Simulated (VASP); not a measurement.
**HfO2: relaxation of the atoms with LDA**

The system is HfO2.

```
CELL_PARAMETERS angstrom
3.56967 0.00000 0.00000
0.00000 3.56967 0.00000
0.00000 0.00000 5.13736
ATOMIC_POSITIONS crystal
Hf 0.50000 0.50000 0.50000
Hf 0.00000 0.00000 0.00000
O 0.00000 0.50000 0.70613
O 0.50000 0.00000 0.79387
O 0.50000 0.00000 0.29387
O 0.00000 0.50000 0.20613
```

Measurements of this composition are mostly on another form, of space group No. 14.

The cell isn't the ideal one: a relaxed cell with its volume scaled by 1.04.

```yaml
Program: VASP 6.6.1
Task: relaxation of the atoms
Functional: LDA
Potentials_or_basis: VASP PAW LDA potentials, release 64 (Hf_pv, O)
Cutoff: 600 eV
k_mesh: 6 × 6 × 4
Occupations: fermi-dirac, width 0.05 eV
Spin: no spin polarisation
Further_INCAR_settings: ALGO = Normal; EDIFF = 1e-07; IBRION = 2; EDIFFG = -0.005; NSW = 60
```

```
Energy gained by relaxing    : 2.5 meV/atom
Ionic steps                  : 4
Pressure after relaxing      : -8.2 GPa
Largest force after relaxing : 0.003 eV/Å
Band gap on the k mesh       : 4.47 eV, indirect (least direct gap 4.55 eV)
```

Forces on the atoms (eV/Å):
```
Hf   0.000  0.000  0.000
Hf   0.000  0.000  0.000
O    0.000  0.000  0.003
O    0.000  0.000 -0.003
O    0.000  0.000 -0.003
O    0.000  0.000  0.003
```

Stress tensor (GPa, compression positive):
```
-9.17  0.00  0.00
 0.00 -9.17  0.00
 0.00  0.00 -6.23
```

The path:
```tsv
step	energy change (eV)	largest force (eV/Å)	pressure (GPa)
1	0.0000	0.1819	-10.15
2	-0.0058	0.1468	-9.76
3	-0.0150	0.0248	-8.47
4	-0.0153	0.0032	-8.19
```

Final structure:
```yaml
crystal:
  lattice:
    - [3.56967, 0.00000, 0.00000]
    - [0.00000, 3.56967, 0.00000]
    - [0.00000, 0.00000, 5.13736]
  atoms:
    - { symbol: Hf, position: [0.50000, 0.50000, 0.50000] }
    - { symbol: Hf, position: [0.00000, 0.00000, 0.00000] }
    - { symbol: O, position: [0.00000, 0.50000, 0.69826] }
    - { symbol: O, position: [0.50000, 0.00000, 0.80174] }
    - { symbol: O, position: [0.50000, 0.00000, 0.30174] }
    - { symbol: O, position: [0.00000, 0.50000, 0.19826] }
```

Levels at points of the mesh, in eV from the valence-band top:
| k point | band 18 | band 19 | band 20 | band 21 | band 22 | band 23 | band 24 | band 25 | band 26 |
| --- | --- | --- | --- | --- | --- | --- | --- | --- | --- |
| (0.00, 0.00, 0.00) | -1.36 | -0.66 | -0.16 | -0.16 | -0.09 | 4.47 | 4.48 | 5.72 | 5.99 |
| (0.50, 0.00, 0.00) | -2.28 | -1.49 | -1.49 | -0.12 | -0.12 | 4.88 | 4.88 | 5.97 | 5.97 |
| (0.50, 0.50, 0.00) | -1.17 | -0.78 | -0.78 | -0.59 | -0.59 | 5.51 | 5.51 | 5.97 | 5.97 |
| (0.00, 0.00, 0.50) | -2.77 | -0.65 | -0.65 | -0.07 | -0.07 | 5.15 | 5.15 | 5.50 | 5.50 |
| (0.50, 0.00, 0.50) | -1.99 | -1.44 | -1.44 | -1.01 | -1.01 | 5.05 | 5.05 | 5.43 | 5.43 |
| (0.50, 0.50, 0.50) | -1.96 | -1.51 | -1.51 | -0.12 | -0.12 | 5.74 | 5.74 | 6.14 | 6.14 |

Wall time 27 s on 8 MPI ranks on AMD EPYC 7R13 Processor (Zen 3) (shared host), peak memory 0.2 GiB a rank.

Caveat: spin-orbit coupling is left out, which moves the levels of the heavy elements. A k mesh can miss the band edges.
